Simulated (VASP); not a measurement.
```xyz
1
Lattice="0.0000 2.0017 2.0017 2.0017 0.0000 2.0017 2.0017 2.0017 0.0000" Properties=species:S:1:pos:R:3 pbc="T T T"
Al     0.0000     0.0000     0.0000
```

Calculation: AM05 GGA, VASP's PBE PAW potentials (set 64) (plane waves; VASP). Run with 520 eV cut-off, 14×14×14 Γ-centred mesh, first-order Methfessel-Paxton smearing of 0.10 eV, potentials Al.

Q: Predict the energy per atom (σ→0), band gap (on the k-mesh) with the smallest direct gap where there is one.

A: 
| Quantity | Value |
|---|---|
| band gap (on the k-mesh) | none (metal, semimetal or under 0.01 eV) |
| energy per atom (σ→0) | -4.012 eV/atom |

The absolute energy has meaning only against runs of the same code, potentials and settings.

The compound is Al in the fcc structure. It was relaxed first. The start is the result of an earlier pass.
